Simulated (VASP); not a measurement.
VASP ran on this input.

POSCAR:
```
GaSb
1
    0.0000000000     3.0542089479     3.0542089479
    3.0542089479     0.0000000000     3.0542089479
    3.0542089479     3.0542089479     0.0000000000
Ga Sb
1 1
Direct
  0.0000000000   0.0000000000   0.0000000000
  0.2500000000   0.2500000000   0.2500000000
```

### KPOINTS
```
Regular mesh
0
Gamma
 9 9 9
0 0 0
```

### INCAR
```
SYSTEM  =  GaSb
PREC  =  Accurate; ENCUT  =  400; LREAL  =  .False.
LASPH  =  .True.
EDIFF  =  1E-6; NELM  =  100; ALGO  =  Normal
LMAXMIX  =  4
ISMEAR  =  1; SIGMA  =  0.1
GGA  =  PS
IBRION  =  2; NSW  =  60; ISIF  =  3
EDIFFG  =  -0.01
LWAVE  =  .False.; LCHARG  =  .False.
```

POTCAR, in this order: Ga_d Sb (PBE.64 set). Program: vasp_std.

### Question
Translate this PBEsol calculation to Quantum ESPRESSO's pw.x.

### Answer
One equivalent input (not run):
```
&CONTROL
  calculation = 'vc-relax'
  pseudo_dir = './pseudo'
  outdir = './out'
  tprnfor = .true.
  tstress = .true.
  nstep = 60
  forc_conv_thr = 0.00039
/
&SYSTEM
  ibrav = 0
  nat = 2
  ntyp = 2
  ecutwfc = 80
  occupations = 'smearing'
  smearing = 'methfessel-paxton'
  degauss = 0.00735
  input_dft = 'pbesol'
/
&ELECTRONS
  conv_thr = 7.3e-08
  electron_maxstep = 100
/
&IONS
/
&CELL
/
ATOMIC_SPECIES
  Ga 69.723 Ga.upf
  Sb 121.760 Sb.upf
CELL_PARAMETERS angstrom
     0.0000000    3.0542089    3.0542089
     3.0542089    0.0000000    3.0542089
     3.0542089    3.0542089    0.0000000
ATOMIC_POSITIONS crystal
  Ga   0.0000000  0.0000000  0.0000000
  Sb   0.2500000  0.2500000  0.2500000
K_POINTS automatic
  9 9 9 0 0 0
```
Limits of the translation: the potentials are each code's own (VASP's PAW set, PseudoDojo norm-conserving files in pw.x), so ENCUT and ecutwfc are chosen apart and not converted; conv_thr bounds pw.x's estimated SCF error, while EDIFF bounds the energy change between steps; forc_conv_thr acts on force components and is met together with etot_conv_thr.

The structure was generated: GaSb was put into the zinc blende type (F-43m), which need not be its known phase. It was relaxed first. The start is the result of an earlier pass.
